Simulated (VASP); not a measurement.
# A VASP study of BaZrO3 (r2SCAN): structure first, properties next, part 4 of 5

How well does r2SCAN reproduce what experiment finds for BaZrO3? The cell is relaxed first, and properties follow on it. Left out of this account: at least 1 further run (optics: it repeats an earlier run and gave the same numbers). The start is a cell from a database of measured crystal structures.

VASP 6.6.1; r2SCAN; plane waves and PAW (Ba_sv, Zr_sv, O).

So far, gap on the k-mesh (eV): step 2 (relaxing cell and atoms (r2SCAN)) 3.66; step 6 (density of states (r2SCAN)) 3.70. The relaxed cell has a = 4.214 Å (conventional setting).

## (7) Zone-centre phonons (r2SCAN)

Zone-centre modes test whether the atoms sit at a minimum within this cell. IBRION = 6 takes the force constants from differences of forces between displaced cells, so the forces must be tight.

INCAR

```
SYSTEM = BaZrO3
PREC = Accurate
ENCUT = 520
EDIFF = 1E-08
NELM = 100
ISMEAR = 0
SIGMA = 0.05
LREAL = .FALSE.
ALGO = Normal
METAGGA = R2SCAN
LASPH = .TRUE.
NBANDS = 26
LORBIT = 11
LWAVE = .FALSE.
LCHARG = .FALSE.
KPAR = 4
IBRION = 6
NFREE = 2
POTIM = 0.015
ISIF = 2
NSW = 1
```

POSCAR

```
BaZrO3
1.0
    4.2138674132      0.0000000000      0.0000000000
    0.0000000000      4.2138674132      0.0000000000
    0.0000000000      0.0000000000      4.2138674132
Ba Zr O
1 1 3
Direct
    0.0000000000      0.0000000000      0.0000000000
    0.5000000000      0.5000000000      0.5000000000
    0.0000000000      0.5000000000      0.5000000000
    0.5000000000      0.0000000000      0.5000000000
    0.5000000000      0.5000000000      0.0000000000
```

KPOINTS

```
Automatic mesh
0
Gamma
6 6 6
0 0 0
```

Potentials, in the order of the species: Ba_sv, Zr_sv and O (PBE family, release 64).

Command:

```console
$ mpirun -np 4 vasp_std
```

Output:

```text
[... set-up lines as in an earlier step ...]
 entering main loop
       N       E                     dE             d eps       ncg     rms          rms(c)
[... 13 cycles as in an earlier step ...]
DAV:  14    -0.851074104429E+02   -0.92930E-06   -0.86947E-06  1518   0.186E-02    0.438E-03
DAV:  15    -0.851074100911E+02    0.35181E-06   -0.37960E-07  1254   0.383E-03    0.302E-03
DAV:  16    -0.851074094214E+02    0.66971E-06   -0.56535E-07  1284   0.425E-03    0.363E-04
DAV:  17    -0.851074095446E+02   -0.12319E-06   -0.22052E-08  1130   0.969E-04    0.215E-04
DAV:  18    -0.851074095536E+02   -0.90099E-08   -0.93894E-10   616   0.260E-04
   1 F= -.85107410E+02 E0= -.85107410E+02  d E =-.176138E-15
 Found     4 degrees of freedom:
 Finite differences POTIM= 0.01500 DOF=   4
 bond charge predicted
       N       E                     dE             d eps       ncg     rms          rms(c)
DAV:   1    -0.851038169879E+02    0.35926E-02   -0.28722E-01  2092   0.200E+00    0.135E-01
DAV:   2    -0.851068920926E+02   -0.30751E-02   -0.97525E-03  2494   0.467E-01    0.579E-02
DAV:   3    -0.851069433720E+02   -0.51279E-04   -0.90701E-05  2778   0.515E-02    0.343E-02
DAV:   4    -0.851069525283E+02   -0.91563E-05   -0.19299E-05  2440   0.324E-02    0.454E-03
DAV:   5    -0.851069529441E+02   -0.41578E-06   -0.30890E-06  2672   0.104E-02    0.128E-03
DAV:   6    -0.851069529337E+02    0.10406E-07   -0.19247E-07  2596   0.286E-03    0.540E-04
DAV:   7    -0.851069529265E+02    0.72109E-08   -0.16141E-08  1796   0.102E-03
   2 F= -.85106953E+02 E0= -.85106953E+02  d E =-.170054E-15
[...]
3 F= -.85106953E+02 E0= -.85106953E+02  d E =-.170138E-15
[...]
4 F= -.85106469E+02 E0= -.85106469E+02  d E =-.128239E-15
[...]
5 F= -.85106469E+02 E0= -.85106469E+02  d E =-.128122E-15
[...]
6 F= -.85106079E+02 E0= -.85106079E+02  d E =-.140861E-15
[...]
7 F= -.85106079E+02 E0= -.85106079E+02  d E =-.140745E-15
[...]
8 F= -.85107065E+02 E0= -.85107065E+02  d E =-.169824E-15
 Finite differences progress:
  Degree of freedom:   4/  4
  Displacement:        1/  2
  Total:               7/  8
 bond charge predicted
       N       E                     dE             d eps       ncg     rms          rms(c)
DAV:   1    -0.851103953028E+02   -0.33299E-02   -0.34177E+00  3532   0.100E+01    0.199E-01
DAV:   2    -0.851075811012E+02    0.28142E-02   -0.43682E-02  3970   0.121E+00    0.120E-01
DAV:   3    -0.851070949802E+02    0.48612E-03   -0.10399E-03  4334   0.200E-01    0.545E-02
DAV:   4    -0.851070506834E+02    0.44297E-04   -0.57752E-04  3898   0.139E-01    0.186E-02
DAV:   5    -0.851070637940E+02   -0.13111E-04   -0.68507E-05  3714   0.403E-02    0.143E-02
DAV:   6    -0.851070658085E+02   -0.20145E-05   -0.42961E-06  4326   0.139E-02    0.549E-03
DAV:   7    -0.851070653358E+02    0.47275E-06   -0.16785E-06  4144   0.890E-03    0.785E-04
DAV:   8    -0.851070653907E+02   -0.54960E-07   -0.42190E-07  3796   0.339E-03    0.903E-04
DAV:   9    -0.851070653884E+02    0.23319E-08   -0.13134E-08  3112   0.769E-04
   9 F= -.85107065E+02 E0= -.85107065E+02  d E =-.169429E-15
 Finite differences progress:
  Degree of freedom:   4/  4
  Displacement:        2/  2
  Total:               8/  8
```

Elapsed: 2.5 min, on 4 MPI ranks of Intel Xeon 6975P-C (Granite Rapids), shared host; peak memory 1.4 GiB.

Parts of OUTCAR (step 7):

```text
   NELECT =      40.0000    total number of electrons

 E-fermi :   3.6383

 k-point     1 :       0.0000    0.0000    0.0000
  band No.  band energies     occupation
    ...
     16       2.3814      2.00000
     17       2.3814      2.00000
     18       3.1093      2.00000
     19       3.1099      2.00000
     20       3.1100      2.00000
     21       7.0344      0.00000
     22       7.0347      0.00000
     23       7.0361      0.00000
     24       8.5167      0.00000
     25       8.5172      0.00000
    ...

  Total       -0.0046679     -0.0011624     -0.0016949      0.0000000      0.0000000      0.0000000
  in kB       -0.0999519     -0.0248902     -0.0362931      0.0000000      0.0000000      0.0000000
  external PRESSURE =      -0.0537117 kB  Pullay stress =       0.0000000 kB

 POSITION                                       TOTAL-FORCE (eV/Angst)
 -----------------------------------------------------------------------------------
      0.00000      0.00000      0.00000         0.000000      0.006236      0.000000
      2.10693      2.10693      2.10693         0.000000     -0.008430      0.000000
      0.00000      2.09193      2.10693         0.000000      0.046361      0.000000
      2.10693      0.00000      2.10693         0.000000     -0.052422      0.000000
      2.10693      2.10693      0.00000         0.000000      0.008254      0.000000
 -----------------------------------------------------------------------------------
    total drift:                                0.000000      0.001065     -0.000001

  FREE ENERGIE OF THE ION-ELECTRON SYSTEM (eV)
  ---------------------------------------------------
  free  energy   TOTEN  =       -85.1070653884 eV

  energy  without entropy=      -85.1070653884  energy(sigma->0) =      -85.10706539

 Eigenvectors and eigenvalues of the dynamical matrix
 ----------------------------------------------------

   1 f  =   14.775073 THz    92.834520 2PiTHz  492.843379 cm-1    61.104764 meV
             X         Y         Z           dx          dy          dz
      0.000000  0.000000  0.000000    -0.001118    0.029833    0.000000
      2.106934  2.106934  2.106934    -0.003616    0.096484   -0.000000
      0.000000  2.106934  2.106934     0.033860    0.293569   -0.000000
      2.106934  0.000000  2.106934    -0.011004   -0.903345    0.000000
      2.106934  2.106934  0.000000    -0.011004    0.293569    0.000000

   2 f  =   14.775073 THz    92.834520 2PiTHz  492.843379 cm-1    61.104764 meV
             X         Y         Z           dx          dy          dz
      0.000000  0.000000  0.000000     0.000000   -0.000000   -0.029854
      2.106934  2.106934  2.106934     0.000000   -0.000000   -0.096551
      0.000000  2.106934  2.106934    -0.000000   -0.000000   -0.293775
      2.106934  0.000000  2.106934     0.000000    0.000000   -0.293775
      2.106934  2.106934  0.000000     0.000000   -0.000000    0.903980

   3 f  =   14.775073 THz    92.834520 2PiTHz  492.843379 cm-1    61.104764 meV
             X         Y         Z           dx          dy          dz
      0.000000  0.000000  0.000000    -0.029833   -0.001118    0.000000
      2.106934  2.106934  2.106934    -0.096484   -0.003616    0.000000
      0.000000  2.106934  2.106934     0.903345   -0.011004   -0.000000
      2.106934  0.000000  2.106934    -0.293569    0.033860    0.000000
      2.106934  2.106934  0.000000    -0.293569   -0.011004    0.000000

   4 f  =    6.205113 THz    38.987876 2PiTHz  206.980298 cm-1    25.662275 meV
             X         Y         Z           dx          dy          dz
      0.000000  0.000000  0.000000     0.000000   -0.000000   -0.000000
      2.106934  2.106934  2.106934    -0.000000    0.000000    0.000000
      0.000000  2.106934  2.106934    -0.000000    0.571922   -0.089414
      2.106934  0.000000  2.106934    -0.406091   -0.000000    0.089414
      2.106934  2.106934  0.000000     0.406091   -0.571922   -0.000000

[...]
X         Y         Z           dx          dy          dz
      0.000000  0.000000  0.000000     0.131190    0.165212    0.011325
      2.106934  2.106934  2.106934    -0.447603   -0.563682   -0.038638
      0.000000  2.106934  2.106934     0.134494    0.344825    0.023637
      2.106934  0.000000  2.106934     0.273815    0.169373    0.023637
      2.106934  2.106934  0.000000     0.273815    0.344825    0.011610

   9 f  =    6.011319 THz    37.770233 2PiTHz  200.516027 cm-1    24.860808 meV
             X         Y         Z           dx          dy          dz
      0.000000  0.000000  0.000000    -0.002845   -0.012197    0.210897
      2.106934  2.106934  2.106934     0.009706    0.041615   -0.719551
      0.000000  2.106934  2.106934    -0.002916   -0.025458    0.440176
      2.106934  0.000000  2.106934    -0.005938   -0.012504    0.440176
      2.106934  2.106934  0.000000    -0.005938   -0.025458    0.216208

  10 f  =    3.399188 THz    21.357727 2PiTHz  113.384704 cm-1    14.057905 meV
             X         Y         Z           dx          dy          dz
      0.000000  0.000000  0.000000     0.292999    0.612894    0.049703
      2.106934  2.106934  2.106934    -0.160471   -0.335672   -0.027221
      0.000000  2.106934  2.106934    -0.119291   -0.359902   -0.029186
      2.106934  0.000000  2.106934    -0.172054   -0.249532   -0.029186
      2.106934  2.106934  0.000000    -0.172054   -0.359902   -0.020236

  11 f  =    3.399188 THz    21.357727 2PiTHz  113.384704 cm-1    14.057905 meV
             X         Y         Z           dx          dy          dz
      0.000000  0.000000  0.000000     0.614905   -0.292144   -0.022401
      2.106934  2.106934  2.106934    -0.336774    0.160003    0.012269
      0.000000  2.106934  2.106934    -0.250351    0.171552    0.013154
      2.106934  0.000000  2.106934    -0.361083    0.118943    0.013154
      2.106934  2.106934  0.000000    -0.361083    0.171552    0.009120

  12 f  =    3.399188 THz    21.357727 2PiTHz  113.384704 cm-1    14.057905 meV
             X         Y         Z           dx          dy          dz
      0.000000  0.000000  0.000000     0.001161    0.054505   -0.678960
      2.106934  2.106934  2.106934    -0.000636   -0.029852    0.371855
      0.000000  2.106934  2.106934    -0.000473   -0.032006    0.398696
      2.106934  0.000000  2.106934    -0.000682   -0.022191    0.398696
      2.106934  2.106934  0.000000    -0.000682   -0.032006    0.276430

  13 f/i=    0.023773 THz     0.149368 2PiTHz    0.792969 cm-1     0.098316 meV
             X         Y         Z           dx          dy          dz
      0.000000  0.000000  0.000000     0.067450    0.173983    0.675053
      2.106934  2.106934  2.106934     0.055485    0.143121    0.555309
      0.000000  2.106934  2.106934     0.023393    0.060481    0.234664
      2.106934  0.000000  2.106934     0.023447    0.060342    0.234664
      2.106934  2.106934  0.000000     0.023447    0.060481    0.234126

  14 f/i=    0.023773 THz     0.149368 2PiTHz    0.792969 cm-1     0.098316 meV
             X         Y         Z           dx          dy          dz
      0.000000  0.000000  0.000000     0.575081   -0.397216    0.044915
      2.106934  2.106934  2.106934     0.473070   -0.326757    0.036948
      0.000000  2.106934  2.106934     0.199453   -0.138082    0.015613
      2.106934  0.000000  2.106934     0.199911   -0.137765    0.015613
      2.106934  2.106934  0.000000     0.199911   -0.138082    0.015578

  15 f/i=    0.023773 THz     0.149368 2PiTHz    0.792969 cm-1     0.098316 meV
             X         Y         Z           dx          dy          dz
      0.000000  0.000000  0.000000     0.394016    0.549968   -0.181114
      2.106934  2.106934  2.106934     0.324124    0.452412   -0.148987
      0.000000  2.106934  2.106934     0.136655    0.191182   -0.062959
      2.106934  0.000000  2.106934     0.136969    0.190744   -0.062959
      2.106934  2.106934  0.000000     0.136969    0.191182   -0.062815

 ELASTIC MODULI CONTR FROM IONIC RELAXATION (kBar)
 Direction    XX          YY          ZZ          XY          YZ          ZX
 --------------------------------------------------------------------------------
 XX           0.0000      0.0000      0.0000      0.0000      0.0000      0.0000
 YY           0.0000      0.0000      0.0000      0.0000      0.0000      0.0000
 ZZ           0.0000      0.0000      0.0000      0.0000      0.0000      0.0000
 XY           0.0000      0.0000      0.0000      0.0000      0.0000      0.0000
 YZ           0.0000      0.0000      0.0000      0.0000      0.0000      0.0000
 ZX           0.0000      0.0000      0.0000      0.0000      0.0000      0.0000
 --------------------------------------------------------------------------------

[... 9 parts as in an earlier step ...]

[... 8 further parts left out ...]
```

CONTCAR:

```
BaZrO3
   1.00000000000000
     4.2138674132000000    0.0000000000000000    0.0000000000000000
     0.0000000000000000    4.2138674132000000    0.0000000000000000
     0.0000000000000000    0.0000000000000000    4.2138674132000000
  Ba              Zr              O
     1     1     3
Direct
     0.0000000000000000    0.0000000000000000    0.0000000000000000
     0.5000000000000000    0.5000000000000000    0.5000000000000000
     0.0000000000000000    0.4964403246402551    0.5000000000000000
     0.5000000000000000    0.0000000000000000    0.5000000000000000
     0.5000000000000000    0.5000000000000000    0.0000000000000000
```

The last energy, forces, stress and levels in OUTCAR belong to the last displaced cell, not to the cell of POSCAR.

This step gave:

| Item | Value |
| --- | --- |
| bands | 26 |
| irreducible k-points | 20 |
| pressure of the cell | -0.004184 GPa |
| largest force of the cell | 0 eV/Å |

Transverse limit, no LO-TO splitting. The modes at Γ (shares of kinetic energy by element, %):

```tsv
mode	frequency (cm⁻¹)	symmetry	Ba %	Zr %	O %
1	-0.8	acoustic	49	33	18
2	-0.8	acoustic	49	33	18
3	-0.8	acoustic	49	33	18
4	113.4	T1u	46	14	40
5	113.4	T1u	46	14	40
6	113.4	T1u	46	14	40
7	200.5	T1u	4	52	44
8	200.5	T1u	4	52	44
9	200.5	T1u	4	52	44
10	207.0	T2u	0	0	100
11	207.0	T2u	0	0	100
12	207.0	T2u	0	0	100
13	492.8	T1u	0	1	99
14	492.8	T1u	0	1	99
15	492.8	T1u	0	1	99
```

Displacements in mode 4 (113.4 cm⁻¹), the largest set to 1:
```
Ba1  0.00  0.05 -0.58
Zr2  0.00 -0.03  0.39
O3   0.00 -0.08  1.00
O4   0.00 -0.06  1.00
O5   0.00 -0.08  0.69
```

Displacements in mode 14 (492.8 cm⁻¹), the largest set to 1:
```
Ba1  0.00  0.00 -0.01
Zr2  0.00  0.00 -0.04
O3   0.00  0.00 -0.33
O4   0.00  0.00 -0.33
O5   0.00  0.00  1.00
```

The three acoustic modes lie within 0.8 cm⁻¹ of zero, and all others are real. By the characters of their eigenvectors the optical modes sort into (cm⁻¹) infrared active: T1u 113, T1u 201, T1u 493; silent: T2u 207.

(Continued in part 5 of 5.)

[Lines on the potential files, build, host, timing and source positions are cut from VASP's logs without a mark.]

[Logs are printed without paths, hosts, clocks, repeated set-up lines and the standing remarks that a program may print on its own settings, such as how far it seeks lower states.]

[Hosts, paths, dates, database ids (printed as entryN), source tags and the programs' standing remarks are cut or masked in the printed files.]

[A measured line is paired with the nearest computed mode of its activity, which favours agreement.]

[In band tables of VASP the shares of atoms and orbitals are scaled to a sum of 1 inside the atoms' spheres.]
